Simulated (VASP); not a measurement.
Output of a VASP run:

### OUTCAR
```
 ion  position               nearest neighbor table
   1  0.000  0.000  0.000-
  LATTYP: Found a body centered cubic cell.
 ALAT       =     3.1560476500
 Subroutine PRICEL returns:
 Original cell was already a primitive cell.
 Subroutine GETGRP returns: Found 48 space group operations
The static configuration has the point symmetry O_h .
The dynamic configuration has the point symmetry O_h .
 Subroutine INISYM returns: Found 48 space group operations
 Subroutine IBZKPT returns following result:
 Found    145 irreducible k-points:

 Following reciprocal coordinates:
            Coordinates               Weight
  0.000000  0.000000  0.000000      1.000000
  0.062500  0.000000  0.000000     12.000000
  0.125000  0.000000  0.000000     12.000000
  0.187500  0.000000  0.000000     12.000000
  0.250000  0.000000  0.000000     12.000000
  0.312500  0.000000  0.000000     12.000000
  0.375000  0.000000  0.000000     12.000000
  0.437500  0.000000  0.000000     12.000000
  0.500000  0.000000  0.000000      6.000000
  0.062500  0.062500  0.000000     24.000000
  0.125000  0.062500 -0.000000     48.000000
  0.187500  0.062500  0.000000     48.000000
  0.250000  0.062500  0.000000     48.000000
  0.312500  0.062500  0.000000     48.000000
  0.375000  0.062500  0.000000     48.000000
  0.437500  0.062500  0.000000     48.000000
  0.125000  0.125000  0.000000     24.000000
  0.187500  0.125000  0.000000     48.000000
  0.250000  0.125000 -0.000000     48.000000
  0.312500  0.125000 -0.000000     48.000000
  0.375000  0.125000  0.000000     48.000000
  0.437500  0.125000  0.000000     24.000000
  0.187500  0.187500  0.000000     24.000000
  0.250000  0.187500 -0.000000     48.000000
  0.312500  0.187500  0.000000     48.000000
  0.375000  0.187500  0.000000     48.000000
  0.250000  0.250000  0.000000     24.000000
  0.312500  0.250000  0.000000     48.000000
  0.375000  0.250000  0.000000     24.000000
  0.312500  0.312500  0.000000     24.000000
  0.062500  0.062500  0.062500      8.000000
  0.125000  0.062500  0.062500     24.000000
  0.187500  0.062500  0.062500     24.000000
  0.250000  0.062500  0.062500     24.000000
  0.312500  0.062500  0.062500     24.000000
  0.375000  0.062500  0.062500     24.000000
  0.437500  0.062500  0.062500     12.000000
 -0.062500  0.062500  0.062500      6.000000
  0.125000  0.125000  0.062500     24.000000
  0.187500  0.125000  0.062500     48.000000
   k-points           NKPTS =    145   k-points in BZ     NKDIM =    145   number of bands    NBANDS=      5
   number of dos      NEDOS =    301   number of ions     NIONS =      1
   total plane-waves  NPLWV =  13824
   dimension x,y,z NGX =    24 NGY =   24 NGZ =   24
   dimension x,y,z NGXF=    48 NGYF=   48 NGZF=   48
   ions per type =               1
   PREC   = accura    normal or accurate (medium, high low for compatibility)
   ISTART =      0    job   : 0-new  1-cont  2-samecut
   ICHARG =      2    charge: 1-file 2-atom 10-const
   ISPIN  =      1    spin polarized calculation?
   LNONCOLLINEAR =      F non collinear calculations
   LSORBIT =      F    spin-orbit coupling
   INIWAV =      1    electr: 0-lowe 1-rand  2-diag
   ENCUT  =  620.0 eV  45.57 Ry    6.75 a.u.   5.55  5.55  5.55*2*pi/ulx,y,z
   NELM   =    100;   NELMIN=  2; NELMDL= -5     # of ELM steps
   EDIFF  = 0.1E-05   stopping-criterion for ELM
   LREAL  =      F    real-space projection
   NLSPLINE    = F    spline interpolate recip. space projectors
   LMAXMIX     =    2 max onsite mixed and CHGCAR
   VOSKOWN=      0    Vosko Wilk Nusair interpolation
   EDIFFG = -.2E-01   stopping-criterion for IOM
   NSW    =     40    number of steps for IOM
   NBLOCK =      1;   KBLOCK =     40    inner block; outer block
   IBRION =      2    ionic relax: 0-MD 1-quasi-New 2-CG
   NFREE  =      1    steps in history (QN), initial steepest desc. (CG)
...
```

### OSZICAR
```
       N       E                     dE             d eps       ncg     rms          rms(c)
DAV:   1     0.895857615877E+00    0.89586E+00   -0.79922E+02  1475   0.471E+02
DAV:   2    -0.171338927212E+01   -0.26092E+01   -0.24408E+01  2070   0.620E+01
DAV:   3    -0.183716660055E+01   -0.12378E+00   -0.12354E+00  1845   0.979E+00
DAV:   4    -0.183899131678E+01   -0.18247E-02   -0.18247E-02  1870   0.119E+00
DAV:   5    -0.183901798572E+01   -0.26669E-04   -0.26669E-04  1855   0.973E-02    0.257E-01
DAV:   6    -0.183908175786E+01   -0.63772E-04   -0.55875E-04  2250   0.131E-01    0.171E-01
DAV:   7    -0.183949771758E+01   -0.41596E-03   -0.13985E-03  2000   0.242E-01    0.304E-02
DAV:   8    -0.183948408011E+01    0.13637E-04   -0.20207E-05  1605   0.580E-02    0.416E-03
DAV:   9    -0.183948124575E+01    0.28344E-05   -0.27701E-06  1990   0.161E-02    0.143E-03
DAV:  10    -0.183948016827E+01    0.10775E-05   -0.79195E-08   775   0.365E-03    0.954E-04
DAV:  11    -0.183948014151E+01    0.26758E-07   -0.26928E-08   750   0.202E-03
   1 F= -.13489563E+01 E0= -.13487559E+01  d E =-.134896E+01
```

**OUTCAR**
```
------------------------ aborting loop because EDIFF is reached ----------------------------------------
  FORCE on cell =-STRESS in cart. coord.  units (eV):
  Direction    XX          YY          ZZ          XY          YZ          ZX
  --------------------------------------------------------------------------------------
  Total        0.5090704      0.5090704      0.5090704      0.0000000      0.0000000     -0.0000000
  in kB       51.8904868     51.8904868     51.8904868      0.0000000      0.0000000     -0.0000000
  external PRESSURE =       1.8904868 kB  Pullay stress =      50.0000000 kB
  volume of cell :       15.72
      direct lattice vectors                 reciprocal lattice vectors
    -1.578023825  1.578023825  1.578023825     0.000000000  0.316851997  0.316851997
     1.578023825 -1.578023825  1.578023825     0.316851997  0.000000000  0.316851997
     1.578023825  1.578023825 -1.578023825     0.316851997  0.316851997  0.000000000
 POSITION                                       TOTAL-FORCE (eV/Angst)
 -----------------------------------------------------------------------------------
      0.00000      0.00000      0.00000        -0.000000     -0.000000     -0.000000
 -----------------------------------------------------------------------------------
    total drift:                               -0.000000     -0.000000      0.000000
  FREE ENERGIE OF THE ION-ELECTRON SYSTEM (eV)
  ---------------------------------------------------
  free  energy   TOTEN  =        -1.8394801415 eV

  energy  without entropy=       -1.8388788459  energy(sigma->0) =       -1.83927971
  enthalpy is  TOTEN    =        -1.3489563449 eV   P V=        0.4905237966

 reached required accuracy - stopping structural energy minimisation
```
(Selected blocks of OUTCAR.)

File POSCAR:
```
Li
1
   -1.5780238250     1.5780238250     1.5780238250
    1.5780238250    -1.5780238250     1.5780238250
    1.5780238250     1.5780238250    -1.5780238250
Li
1
Direct
  1.0000000000   1.0000000000   0.0000000000
```

**Question.** Write an INCAR and KPOINTS that could have produced this output.

**Answer.** Several could match; the one computed here: the input of the run itself, PBE GGA, plane waves, VASP's PBE PAW potentials (set 64).

INCAR:
```
ALGO = Normal
EDIFF = 1E-6
EDIFFG = -0.02
ENCUT = 620
GGA = PE
IBRION = 2
ISIF = 3
ISMEAR = 1
LASPH = .True.
LCHARG = .False.
LREAL = .False.
LWAVE = .False.
NELM = 100
NSW = 40
PREC = Accurate
PSTRESS = 50
SIGMA = 0.1
SYSTEM = Li
```

File KPOINTS:
```
Automatic mesh
0
Gamma
16 16 16
0 0 0
```

POTCAR, in this order: Li_sv (PBE.64 set). Program: vasp_std.

The compound is Li in the bcc structure. It was relaxed first under an external pressure of 5 GPa.
